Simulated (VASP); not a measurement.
TiSi (space group Pnma): computed properties

Calculation: r2SCAN meta-GGA, VASP's PBE PAW potentials (set 64) (plane waves; VASP 6.6.1).

For TiSi, the space group comes out as Pnma (62). The cell is a = 6.510 Å, b = 3.628 Å, c = 4.993 Å, α = β = γ = 90.00° and the volume per atom is 14.74 Å^3/atom. The band gap (over mesh and band path) is none (metal, semimetal or under 0.01 eV). The density is 4.28 g/cm³.

```xyz
8
Lattice="6.5098 0.0000 0.0000 0.0000 3.6285 0.0000 0.0000 0.0000 4.9935" Properties=species:S:1:pos:R:3 pbc="T T T"
Ti     4.3977     0.9071     1.8565
Ti     2.1121     2.7214     3.1370
Ti     5.3670     2.7214     4.3532
Ti     1.1428     0.9071     0.6403
Si     3.5413     0.9071     4.2705
Si     2.9685     2.7214     0.7230
Si     6.2234     2.7214     1.7738
Si     0.2864     0.9071     3.2197
```

The structure comes from a computed database's TiSi entry (Pnma); how it stands against other phases isn't given here. It was relaxed first. Symmetry was kept, so distortions that lower it aren't found.
